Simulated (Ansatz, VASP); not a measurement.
LiGe2As3: VASP beside Ansatz

Contents of INCAR:

```
SYSTEM = LiGe2As3
ALGO     = Normal         ! electronic algorithm
EDIFF    = 1E-6           ! SCF threshold, eV
ENCUT    = 520            ! plane-wave cutoff, eV
GGA      = PE             ! functional
ISIF     = 2              ! what is computed and relaxed
ISMEAR   = 0              ! smearing method
LASPH    = .True.         ! aspherical terms in the spheres
LCHARG   = .False.        ! write CHGCAR
LREAL    = .False.        ! projectors in reciprocal space
LWAVE    = .False.        ! write WAVECAR
NBANDS   = 32             ! bands
NELM     = 80             ! most SCF steps
PREC     = Accurate       ! precision mode
SIGMA    = 0.1            ! smearing width, eV
```

Contents of KPOINTS:

```
k-points
0
Gamma
  6 6 2
  0 0 0
```

File POSCAR:

```
LiGe2As3
1.0
    3.5972608500      0.0000000000      0.0000000000
   -1.7986304200      3.1153192800      0.0000000000
    0.0000000000      0.0000000000      8.8743915800
Li Ge As
1 2 3
Direct
    0.0000000000      0.0000000000      0.0000000000
    0.3333333300      0.6666666700      0.3461675400
    0.6666666700      0.3333333300      0.6538324600
    0.6666666700      0.3333333300      0.1923350800
    0.0000000000      0.0000000000      0.5000000000
    0.3333333300      0.6666666700      0.8076649200
```

Input for Ansatz:

```yaml
crystal:
  lattice:
    - [3.59726085, 0.0, 0.0]
    - [-1.79863042, 3.11531928, 0.0]
    - [0.0, 0.0, 8.87439158]
  atoms:
    - { symbol: Li, position: [0.0, 0.0, 0.0] }
    - { symbol: Ge, position: [0.33333333, 0.66666667, 0.34616754] }
    - { symbol: Ge, position: [0.66666667, 0.33333333, 0.65383246] }
    - { symbol: As, position: [0.66666667, 0.33333333, 0.19233508] }
    - { symbol: As, position: [0.0, 0.0, 0.5] }
    - { symbol: As, position: [0.33333333, 0.66666667, 0.80766492] }
basis:
  ecutwfc: 420
kpoints:
  mp_grid: { grid: [6, 6, 2] }
hamiltonian:
  xc: pbe
scf:
  occupations: { method: gaussian, width: 0.1 }
  lower_state_search: "off"
output:
  forces: true
  stress: true
  eigenvalues: true
```

Alike in both runs: task single point; functional PBE; k mesh 6 × 6 × 2; occupations gaussian, width 0.1 eV; no spin polarisation.

|  | VASP | Ansatz |
| --- | --- | --- |
| version | VASP 6.6.1 | Ansatz 0.2.0 |
| potentials or method | VASP PAW PBE potentials, release 64 (Li_sv, Ge_d, As) | scalar-relativistic, plane waves, PAW |
| plane-wave cutoff (eV) | 520 | 420 |
| valence electrons in the cell | 46 | 76 |

```csv
,VASP,Ansatz,Ansatz less VASP
gap on the k mesh at the Fermi level (eV),none,none,-
rms of the force components (eV/Å),0.690,0.683,-0.0065
```

Atom by atom the forces differ by 0.010 eV/Å (rms over components). A gap of «none» marks a metal or a gap that the smearing closes. The two sets of potentials don't hold the same shells in valence.

Caveats: forces of over 1 eV/Å show positions far from the minimum, so gaps and moduli don't describe the material at rest.
